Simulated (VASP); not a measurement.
# AlN: energy against strain

AlN (wurtzite, P6_3mc, 10.632 Å³/atom and stress up to 0.25 GPa in the relaxed cell, c along z) under an equal strain ε along x and y, with z held. PBE in VASP (plane waves, PAW), 600 eV, 12×12×6 Γ-centred mesh, Gaussian smearing 0.05 eV; ions are relaxed, or left where forces stay under 0.02 eV/Å, within the symmetry of each cell.

Here s stands for strain and y for E less E0.

```
strain (%)  E less E0 (meV/atom)
----------  --------------------
-1.50                       7.59
-1.00                       3.30
-0.50                       0.78
0.00                        0.00
0.50                        0.87
1.00                        3.36
1.50                        7.40
3.00                           ?
```

The 7 complete rows are fitted with a parabola, y against s. Least squares gives y = -0.005 - 0.0257·s + 3.3333·s². Residuals (row less fit): 0.057, -0.054, -0.061, 0.005, 0.055, 0.057, -0.056; standard error 0.070 (degrees of freedom: 4). Twice the quadratic coefficient over the volume, 2 × 3.3333 meV × 10⁴ × 0.1602 / 10.632 Å³, is the elastic constants 2(C11 + C12) = 1005 ± 9 GPa (± standard error of the fit, which holds the terms cut off).

Q: Predict the withheld y at s = 3.00 from the fit, and compare with the calculation.

A: y = -0.005 - 0.0257 × 3.0 + 3.3333 × 3.0² = 29.918 meV/atom. The calculation gives 28.32 meV/atom, 1.598 meV/atom below the prediction (5.6 % of the range of y in the table). The row lies outside the fitted rows, so this is an extrapolation. From the scatter of the fitted rows alone, a prediction at this place has a standard error of 0.266 meV/atom, so the miss is 6.0 times that.

A polynomial of degree 3 through the 12 other runs of the series gives 28.30 there, so most of the miss is curvature that the fit leaves out. Rows are the converged runs of the series near zero and its far end; series whose fitted rows scatter by over a few per cent of the range, as at a crossing or softening among them, aren't shown in this form, nor equations of state whose B0' disagrees with the runs' pressures. Most that stay on the fit to the last digits aren't either.
